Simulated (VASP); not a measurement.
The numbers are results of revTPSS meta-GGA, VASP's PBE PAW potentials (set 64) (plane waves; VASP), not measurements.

Input for VASP

### INCAR
```
! general
SYSTEM =C
PREC   =Accurate
ENCUT  =520
LREAL  =F
LASPH  =T

! electronic loop
EDIFF  =1E-6
NELM   =100
ALGO   =Normal
LMIXTAU=T

! smearing
ISMEAR =0
SIGMA  =0.05

! functional
METAGGA=RTPSS

! ions
IBRION =2
NSW    =60
ISIF   =3
EDIFFG =-0.02

! output
LWAVE  =F
LCHARG =F
```

KPOINTS:
```
kpoints
0
G
 9 9 3
```

### POSCAR
```
C
1
    1.2320170335    -2.1339156022    -0.0000000000
    1.2320170335     2.1339156022     0.0000000000
    0.0000000000     0.0000000000     7.7755018072
C
4
Direct
  0.0000000000   0.0000000000   0.2500000000
  0.0000000000   0.0000000000   0.7500000000
  0.3333330000   0.6666670000   0.2500000000
  0.6666670000   0.3333330000   0.7500000000
```

POTCAR, in this order: C (PBE.64 set). Program: vasp_std.

Without a dispersion term in the relaxation, distances and binding between the weakly bound layers, chains or molecules are unreliable, and so is what depends on them.

Problem. Predict the energy per atom (σ→0), band gap (on the k-mesh).

Solution. 
| Quantity | Result |
|---|---|
| energy per atom (σ→0) | -10.346 eV/atom |
| band gap (on the k-mesh) | none (metal, semimetal or under 0.01 eV) |

**OSZICAR**
```
...
DAV:  13    -0.413732603763E+02    0.28818E-02   -0.84100E-04   660   0.393E-01    0.817E-02
DAV:  14    -0.413832717985E+02   -0.10011E-01   -0.36345E-03   644   0.789E-01    0.172E-02
DAV:  15    -0.413833985587E+02   -0.12676E-03   -0.93989E-05   736   0.921E-02    0.140E-02
DAV:  16    -0.413834180124E+02   -0.19454E-04   -0.13224E-05   692   0.433E-02    0.771E-03
DAV:  17    -0.413834526343E+02   -0.34622E-04   -0.18408E-05   680   0.520E-02    0.252E-03
DAV:  18    -0.413834560491E+02   -0.34147E-05   -0.12314E-06   488   0.138E-02    0.755E-04
DAV:  19    -0.413834567849E+02   -0.73582E-06   -0.18399E-07   436   0.486E-03
   1 F= -.41383457E+02 E0= -.41382761E+02  d E =-.413835E+02
```

The compound is C in the graphite structure. It was relaxed first, which changed the volume by +16 %. The k-mesh is coarse (spacing up to 0.33 per Å, 2π included), so the numbers may not be converged in it. The start is the result of an earlier pass.
